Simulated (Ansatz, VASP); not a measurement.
# Cross-check of CuO (Tenorite) between VASP and Ansatz, part 2 of 2

Aim: how closely do two programs agree when they are given the same cell, functional and k mesh?  Valence electrons are named where the data sets of a main pair hold unlike numbers.

VASP 6.6.1 and Ansatz 0.2.0.

So far: Set-up; VASP: band structure, LDA.

### 3. Ansatz: band structure, LDA

Level of this step: Ansatz beside VASP: Kohn-Sham DFT, plane waves, LDA (Ansatz).

Ansatz runs on its default PAW (the set named soft_2) files.

The same cell, functional (in two slightly different forms), mesh and smearing now go to Ansatz, which takes its cutoff from its data sets.

Input file input.yaml:

```yaml
crystal:
  lattice:
    - [2.34185, -1.7113, 0.0]
    - [2.34185, 1.7113, 0.0]
    - [-0.8500274268, 0.0, 5.0578693947]
  atoms:
    - { symbol: Cu, position: [0.5, 0.0, 0.5] }
    - { symbol: Cu, position: [0.0, 0.5, 0.0] }
    - { symbol: O, position: [0.4436980452, 0.5563019548, 0.75] }
    - { symbol: O, position: [0.5563019548, 0.4436980452, 0.25] }
hamiltonian:
  xc: lda
  pseudopotentials: { kind: paw }
kpoints:
  mp_grid: { grid: [8, 8, 6] }
  band_path:
    path:
      - [0.0, 0.0, 0.0]
      - [-0.18182, -0.18182, 0.0]
      - [-0.36364, -0.36364, 0.0]
      - [-0.5, -0.5, 0.0]
      - [-0.50901, -0.50901, 0.11909]
      - [-0.51803, -0.51803, 0.23819]
      - [-0.52478, -0.52478, 0.32751]
      - [-0.51577, -0.51577, 0.39023]
      - [-0.50676, -0.50676, 0.45296]
      - [-0.5, -0.5, 0.5]
      - [-0.56069, -0.43931, 0.5]
      - [-0.60923, -0.39077, 0.5]
      - [-0.33317, 0.33317, 0.5]
      - [-0.1999, 0.1999, 0.5]
      - [-0.06663, 0.06663, 0.5]
      - [-0.0432, -0.0432, 0.51568]
      - [-0.21601, -0.21601, 0.5784]
      - [-0.38881, -0.38881, 0.64113]
      - [-0.51025, -0.48975, 0.0]
      - [-0.55124, -0.44876, 0.0]
      - [-0.60248, -0.39752, 0.0]
      - [-0.31686, 0.31686, 0.0]
      - [-0.17603, 0.17603, 0.0]
      - [-0.03521, 0.03521, 0.0]
      - [-0.09091, 0.0, 0.0]
      - [-0.27273, 0.0, 0.0]
      - [-0.45455, 0.0, 0.0]
      - [-0.40909, 0.0, 0.40909]
      - [-0.22727, 0.0, 0.22727]
      - [0.0, 0.0, 0.0]
    npoints: 1
scf:
  occupations: { method: gaussian, width: 0.01 }
  n_extra_bands: 8
output:
  forces: true
  stress: true
  eigenvalues: true
```

On the command line:

```console
> ansatz run input.yaml --threads 2 --pin off --max-ram 4608MiB --backend cpu --events-out ev --progress --plain --runs-dir out
```

Numbers of over 12 decimals in the logs are rounded to 6 here.

The program printed:

```text
scf.n_extra_bands = 8 over 25 filled bands (N_el = 50.0): the run solves 33 bands
Engine: ansatz 0.2.0, aarch64-unknown-linux-gnu
Pseudopotentials: kind: paw
Pseudopotential: Cu, paw, valence charge 19, recommended cutoff 420 eV (normal), Cu.paw.azcp
Pseudopotential: O, paw, valence charge 6, recommended cutoff 420 eV (normal), O.paw.azcp
Functional definition: SPW92
  exchange = slater_x
  correlation = pw_c
Crystal: 4 atoms, lattice volume = 40.540 Å³
Basis set: ecut = 420 eV, 787 PW (Γ)
Bands: 33, of which v1, the nominal top of the filled ones, is band 25 counted from 1 (24 counted from 0)
Symmetry: 4 space group operations
Space group: C2/c (ITA 15), of the structure as read, at distance tolerance 3.4e-5 Å
k-points: 114 of 384
Non-local potential: Cu, projectors of the file, l = 0: 3, l = 1: 2, l = 2: 3, l = 3: 1
Non-local potential: O, projectors of the file, l = 0: 2, l = 1: 2, l = 2: 1
PAW form: soft (Blöchl's): semilocal exchange-correlation on the pseudo side does not see the compensation charge
PAW frozen core: Cu, regenerated for the run's functional, and the local potential with it (the file was generated under x = pbe(κ = 0.804, μ = 0.219515), c = pbe(β = 0.066725))
PAW frozen core: O, regenerated for the run's functional, and the local potential with it (the file was generated under x = pbe(κ = 0.804, μ = 0.219515), c = pbe(β = 0.066725))
PAW one-centre angular grid: Cu, 590 points (default); XC on 64 Gauss nodes
PAW one-centre angular grid: O, 110 points (default); XC on 64 Gauss nodes
Initial density: superposition of atomic densities (neutral atoms: chi_scale 0, normalization atom), corrected by the library's trained network
Initial wavefunctions: pseudopotential atomic-orbital guess
Functional: x = slater, c = lda
SCF iter   1: F=—  HF=-14219.224340 eV  |F-HF|=—  |Δ(HF+E_count)|=         —  Δρ=2.33e-2  dr2=1.41e-1  ethr=1.77e-3  ⟨swp⟩=5.1  Hψ=14098  notcnv=0
preconditioner: auto → Kerker (q_TF=auto, 2.825 Å⁻¹)  [metal: Δε(μ)=0.009 eV  Ē_g=13.960 eV  σ=0.010 eV  W_gap=0.43  n_scr=20 (ndim 8)  ℏωp=34.0 eV  f_vac=0.000  D(μ)=4.92/eV (n_scr^D=72)]
SCF iter   2: F=—  HF=-14219.186710 eV  |F-HF|=—  |Δ(HF+E_count)|=   3.76e-2  Δρ=9.48e-3  dr2=3.51e-2  ethr=2.83e-4  ⟨swp⟩=2.2  Hψ=6408  notcnv=0  defer=334
SCF iter   3: F=—  HF=-14219.179160 eV  |F-HF|=—  |Δ(HF+E_count)|=   7.55e-3  Δρ=3.90e-3  dr2=5.58e-3  ethr=7.02e-5  ⟨swp⟩=2.3  Hψ=5041  notcnv=0  defer=334
SCF iter   4: F=—  HF=-14219.177620 eV  |F-HF|=—  |Δ(HF+E_count)|=   1.54e-3  Δρ=1.08e-3  dr2=3.62e-4  ethr=1.12e-5  ⟨swp⟩=2.0  Hψ=5612  notcnv=0  defer=334
SCF iter   5: F=—  HF=-14219.177528 eV  |F-HF|=—  |Δ(HF+E_count)|=   9.21e-5  Δρ=2.53e-4  dr2=3.08e-5  ethr=7.24e-7  ⟨swp⟩=3.0  Hψ=5704  notcnv=0  defer=334
SCF iter   6: F=—  HF=-14219.177519 eV  |F-HF|=—  |Δ(HF+E_count)|=   8.94e-6  Δρ=6.37e-5  dr2=1.19e-6  ethr=6.16e-8  ⟨swp⟩=2.5  Hψ=5117  notcnv=0  defer=334
SCF iter   7: F=—  HF=-14219.177519 eV  |F-HF|=—  |Δ(HF+E_count)|=   1.38e-7  Δρ=3.22e-5  dr2=4.23e-7  ethr=2.39e-9  ⟨swp⟩=2.0  Hψ=5796  notcnv=0  defer=334
SCF iter   8: F=-14219.177519 eV  HF=-14219.177519 eV  |F-HF|=4.35e-8  |Δ(HF+E_count)|=   1.04e-7  Δρ=9.01e-6  dr2=2.60e-8  ethr=2.00e-10  ⟨swp⟩=7.0  Hψ=16535  notcnv=0
SCF 1 converged in 8 iterations: F = -14219.177519 eV  dr2 = 2.60e-8
  greatest PAW one-centre occupation: 1.000 electrons in one spin orbital (limit 2), on the Cu atom at site 1 (counted from 0), in its partial waves of l = 0
NSCF: frozen V_eff on 30 k-points
SCF converged after 8 iterations
Free energy (F): -14219.177519 eV
Harris-Foulkes:  -14219.177519 eV  (|F-HF|=4.35e-8)
Internal energy: -14219.177176 eV  (E = F + TS)
E sigma→0 (E₀):  -14219.177347 eV
Entropy (-TS):   -0.000343 eV (-0.086 meV/atom)
Fermi energy:    11.845598 eV
--- Per-component energies (eV) ---
  E_band       = -869.767584
  E_kinetic    = 941.620708
  E_local      = -9694.313910  (includes V_loc(G=0)·N_el)
  E_nonlocal   = 889.027369
  E_hartree    = 4188.671663
  E_xc         = -320.490744
  E_vxc        = -414.022516  (∫ρ·V_xc dr)
  E_paw        = -3476.407353  (= ΣΔE_a)
  E_vpaw       = -969.441455  (= ΣTr[D̂ρ^β])
  E_aug_tail   = 0.005346  (compensation charges beyond the density's cutoff)
  E_ewald      = -6748.383418
  E_core_change = 1.093163  (= ΣΔE_core)
  E_smearing   = -0.000343  (= −TS)
  E_closure    = -0.000000  (closes the sum)
  Σ components = -14219.177519   (vs F -14219.177519, Δ=0.00e0)
--- Forces (eV/Å), atoms counted from 1 ---
  atom   1  Cu     0.00000000    -0.00000000     0.00000000
  atom   2  Cu     0.00000000     0.00000000    -0.00000000
  atom   3  O      0.00000000    -0.05985464    -0.00000000
  atom   4  O     -0.00000000     0.05985464     0.00000000
  max |Σ_I F_I| component: 9.47e-30 eV/Å
--- Stress (GPa, compression-positive) ---
       -9.785956      -0.000000       2.860098
       -0.000000      -2.642051      -0.000000
        2.860097      -0.000000      -8.832665
  P = ⅓ Tr σ = -7.0869 GPa (-70.869 kbar)
--- Band table (eV; the first three rows and the last of 114) ---
  k-point 0: bands = [... 21 lower, 9.5147, 9.6068, 10.1294, 12.0470, 12.7931, 13.6152, 17.8658, 19.7825, ... 4 higher]
  k-point 1: bands = [... 21 lower, 9.6350, 9.7913, 10.0467, 12.0246, 12.6723, 13.9746, 17.4164, 20.4457, ... 4 higher]
  k-point 2: bands = [... 21 lower, 9.7950, 10.0211, 10.1758, 11.9508, 12.3656, 14.8016, 16.6168, 21.8264, ... 4 higher]
  k-point 113: bands = [... 21 lower, 10.1283, 10.4748, 10.4748, 11.3682, 11.3682, 16.7606, 16.7606, 20.6703, ... 4 higher]
```

Elapsed: 9.1 s, on 2 threads of Arm Neoverse N1, shared host; peak memory 0.38 GiB; 17 s of CPU time.

Reading the cycles: dr2 is the Hartree energy of the density residual (eV), the measure of convergence; HF is the Harris–Foulkes estimate of the energy, which meets the free energy F at convergence.

### 4. Differences

Known differences besides the potentials themselves: the two LDA forms differ slightly; the data sets hold 50 valence electrons in Ansatz (on its default PAW (the set named soft_2) files) and 34 in VASP; the cutoff is 420 eV in Ansatz and 440 eV in VASP; VASP's log shows a relativistic correction to its local exchange, Ansatz's none. Total energies have different zeros and are not compared.

At this near-relaxed geometry the largest component of a force difference is 32 meV/Å. Levels from 3 eV below to 2 eV above the Fermi level differ by 6 meV r.m.s. and 35 meV at most; each VASP level is matched to the nearest of Ansatz, which flatters the figure a little. Not compared: the pressure (VASP's GW data sets at this cutoff don't carry it).

### 5. Further runs

Further runs change the set-up of one program: Ansatz's method, potentials or start, or VASP's data sets, cutoff or form of LDA. The table gives that difference for each run.

| run | r.m.s. force difference (meV/Å) |
| --- | --- |
| as above | 13 |
| cores kept as stored | 11 |
| Ansatz's larger PAW set (cutoff 1050 eV) | 7.8 |
| norm-conserving potentials (cutoff 1252 eV) | 13 |

### 6. Outcome

| Property | Result |
| --- | --- |
| r.m.s. force difference (band structure, LDA) | 13 meV/Å |

**Reading.** The r.m.s. force difference is 13 meV/Å (band structure, LDA), beyond the 12 meV/Å picked in this series as the mark of a large difference. The data sets hold unlike numbers of valence electrons (50 in Ansatz and 34 in VASP), so part of the differences comes from the potentials. Band structure, LDA, Ansatz's larger PAW set (cutoff 1050 eV): r.m.s. force difference goes from 13 to 7.8 meV/Å. 1 further run of this series is not shown here. How closely two codes agree says nothing of how well the functional describes the real material.

[Lines on the potential files, build, host, timing and source positions are cut from VASP's logs without a mark.]

[Logs are printed without paths, hosts, clocks, repeated set-up lines and the standing remarks that a program may print on its own settings, such as how far it seeks lower states.]

[Hosts, paths, dates, database ids (printed as entryN), source tags and the programs' standing remarks are cut or masked in the printed files.]
